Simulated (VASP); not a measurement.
Method: PBEsol GGA, VASP's PBE PAW potentials (set 64) (plane waves; VASP).

Input for VASP

INCAR:
```
! general
SYSTEM =GaN
PREC   =Accurate
ENCUT  =620   ! plane-wave cut-off (eV)
LREAL  =F   ! projection in real space or not
LASPH  =T   ! aspherical one-centre terms

! electronic loop
EDIFF  =1E-6
NELM   =100   ! most electronic steps
ALGO   =Normal
LMAXMIX=4   ! l cut-off of mixed one-centre charges

! smearing
ISMEAR =0
SIGMA  =0.05

! functional
GGA    =PS   ! PBEsol

! ions
IBRION =2   ! conjugate gradients
NSW    =40   ! most ionic steps
ISIF   =3   ! ions, shape and volume
EDIFFG =-0.02   ! ionic stop

! output
LWAVE  =F
LCHARG =F
```

### KPOINTS
```
Automatic mesh
0
Gamma
10 10 10
0 0 0
```

**POSCAR**
```
GaN
1
    0.0000000000     2.2476657332     2.2476657332
    2.2476657332     0.0000000000     2.2476657332
    2.2476657332     2.2476657332     0.0000000000
Ga N
1 1
Direct
  0.0000000000   0.0000000000   0.0000000000
  0.2500000000   0.2500000000   0.2500000000
```

POTCAR, in this order: Ga_d N (PBE.64 set). Program: vasp_std.

Question: What will the output report for the number of irreducible k-points (NKPTS), largest plane-wave count, number of space-group operations, FFT grid (NGX, NGY, NGZ)?

Answer: 
The number of irreducible k-points (NKPTS) comes out as 47 and the largest plane-wave count comes out as 821. The number of space-group operations is 24 and the FFT grid (NGX, NGY, NGZ) is 28 × 28 × 28.

The compound is GaN in the zinc blende structure, a metastable form; wurtzite is the usual one. It was relaxed first.
